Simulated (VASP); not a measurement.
Here is the system:

```xyz
4
Lattice="2.4664 0.0000 0.0000 -1.2332 2.1359 0.0000 0.0000 0.0000 8.0745" Properties=species:S:1:pos:R:3 pbc="T T T"
Co     0.0000     0.0000     0.0000
Co     0.0000     0.0000     4.0372
Co     0.0000     1.4240     2.0186
Co     1.2332     0.7120     6.0559
```

Computed with PBE GGA, VASP's PBE PAW potentials (set 64) (plane waves; VASP). Numerical set-up: 300 eV cut-off, 14×14×4 Γ-centred mesh, Fermi-Dirac smearing of 0.10 eV, potentials Co.

At this cut-off the stress carries a Pulay error, which pulls relaxed volumes low. The run has a spin-polarised start.

Q: Give the stress tensor in GPa (positive for a compressed cell).

A: 
```
4.90  0.00  0.00
0.00  4.90  0.00
0.00  0.00  2.07
```
The pressure is its mean diagonal, 3.96 GPa.

The structure comes from a computed database's Co entry; how it stands against other phases isn't given here. The cell was not relaxed at this level.
